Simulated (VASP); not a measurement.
A run of VASP 6.6.1 is set up as follows.

File INCAR:

```
AGGAC = 0.0
ALGO = Normal
EDIFF = 1E-6
EDIFFG = -0.02
ENCUT = 600
GGA = MK
IBRION = 2
ISIF = 3
ISMEAR = -1
LASPH = T
LCHARG = F
LREAL = F
LUSE_VDW = T
LWAVE = F
NELM = 80
NSW = 60
PARAM1 = 0.1234
PARAM2 = 0.711357
PREC = Accurate
SIGMA = 0.05
ZAB_VDW = -1.8867
```

File KPOINTS:

```
k-points
0
Gamma
  3 3 7
```

The input POSCAR:

```
Be2Al5
1.0
    6.4105600000      0.0000000000      0.0000000000
    0.0000000000      6.4105600000      0.0000000000
    0.0000000000      0.0000000000      2.6880600000
Be Al
2 5
Direct
    0.5000000000      0.0000000000      0.0000000000
    0.0000000000      0.5000000000      0.0000000000
    0.7906600000      0.7906600000      0.5000000000
    0.2093400000      0.2093400000      0.5000000000
    0.2093400000      0.7906600000      0.5000000000
    0.7906600000      0.2093400000      0.5000000000
    0.5000000000      0.5000000000      0.5000000000
```

Potentials or basis: VASP PAW PBE potentials, release 64 (Be, Al).

The run is started by

```console
$ cat potpaw_PBE.64/Be/POTCAR potpaw_PBE.64/Al/POTCAR > POTCAR
$ mpirun -np 1 vasp_std > vasp.out
```

Task: What does it give for the relaxed cell?

Result: a = 6.365 Å, b = 6.365 Å, c = 2.734 Å, α = 90.00°, β = 90.00°, γ = 90.00°.

Task: Estimate the relaxed volume.

Result: 15.82 Å³/atom.

Task: What does it give for the space group after relaxing (to 0.05 Å)?

Result: P4/mmm (No. 123).

Step by step:
```
step  energy change (eV)  largest force (eV/Å)  pressure (GPa)  volume (Å³)
   1              0.0000                0.0445            0.42       110.47
   2             -0.0019                0.0320           -0.05       111.14
   3             -0.0022                0.0250           -0.31       111.51
   4             -0.0041                0.0161           -0.42       111.59
   5             -0.0087                0.0269           -0.65       111.82
   6             -0.0107                0.0338           -0.34       111.31
   7             -0.0109                0.0371           -0.21       111.10
   8             -0.0113                0.0269           -0.12       110.96
   9             -0.0115                0.0137            0.00       110.76
```

Caveat: the PAW data sets were made with another functional, which shifts forces and pressure a little.
